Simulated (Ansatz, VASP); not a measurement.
## TaH3Br2 in VASP and in Ansatz

File INCAR:

```
PREC     = Accurate       # precision mode
ENCUT    = 520            # plane-wave cutoff, eV
EDIFF    = 1E-7           # SCF threshold, eV
ISMEAR   = 0              # smearing method
SIGMA    = 0.1            # smearing width, eV
LREAL    = F              # projectors in reciprocal space
LASPH    = T              # aspherical terms in the spheres
NELM     = 80             # most SCF steps
ALGO     = Normal         # electronic algorithm
ISIF     = 2              # what is computed and relaxed
LWAVE    = F              # write WAVECAR
LCHARG   = T              # write CHGCAR
GGA      = PE             # functional
LELF     = T              # ELF
LVHAR    = T            
NBANDS   = 23             # bands
```

Contents of KPOINTS:

```
regular mesh
0
Gamma
  6 6 6
```

The input POSCAR:

```
TaH3Br2
1.0
    5.6129923300      0.0000000000      0.0000000000
   -2.8064961600      4.8609939500      0.0000000000
    0.0000000000      0.0000000000      3.7162903200
Ta H Br
1 3 2
Direct
    0.0000000000      0.0000000000      0.0000000000
    0.5000000000      0.0000000000      0.5000000000
    0.0000000000      0.5000000000      0.5000000000
    0.5000000000      0.5000000000      0.5000000000
    0.6666666700      0.3333333300      0.0000000000
    0.3333333300      0.6666666700      0.0000000000
```

Input for Ansatz:

```yaml
crystal:
  lattice:
    - [5.61299233, 0.0, 0.0]
    - [-2.80649616, 4.86099395, 0.0]
    - [0.0, 0.0, 3.71629032]
  atoms:
    - { symbol: Ta, position: [0.0, 0.0, 0.0] }
    - { symbol: H, position: [0.5, 0.0, 0.5] }
    - { symbol: H, position: [0.0, 0.5, 0.5] }
    - { symbol: H, position: [0.5, 0.5, 0.5] }
    - { symbol: Br, position: [0.66666667, 0.33333333, 0.0] }
    - { symbol: Br, position: [0.33333333, 0.66666667, 0.0] }
basis:
  ecutwfc: 420
kpoints:
  mp_grid: { grid: [6, 6, 6] }
hamiltonian:
  xc: pbe
scf:
  occupations: { method: gaussian, width: 0.1 }
  lower_state_search: "off"
output:
  forces: true
  stress: true
  eigenvalues: true
```

Change from the starting cell: species swapped into the CeSi2Ir3 type (P6/mmm, No. 191).

Alike in both runs: task single point; functional PBE; k mesh 6 × 6 × 6; occupations gaussian, width 0.1 eV; no spin polarisation.

|  | VASP | Ansatz |
| --- | --- | --- |
| version | VASP 6.6.1 | Ansatz 0.2.0 |
| potentials or method | VASP PAW PBE potentials, release 64 (Ta_pv, H, Br) | scalar-relativistic, plane waves, PAW |
| plane-wave cutoff (eV) | 520 | 420 |
| valence electrons in the cell | 28 | 30 |

Ansatz gave:

```
gap on the k mesh at the Fermi level (eV)       : none
pressure (GPa)                                  : -11.5
largest component of the traceless stress (GPa) : 0.95
```

Problem. Which values does VASP return?

Solution. gap on the k mesh at the Fermi level (eV): none; pressure (GPa): -11.5; largest component of the traceless stress (GPa): 0.97.

A gap of «none» marks a metal or a gap that the smearing closes. With one functional, cell and mesh, what is left measures potentials, basis and numerics. The two sets of potentials don't hold the same shells in valence.

Spin-orbit coupling is left out, which matters for the levels of Ta.
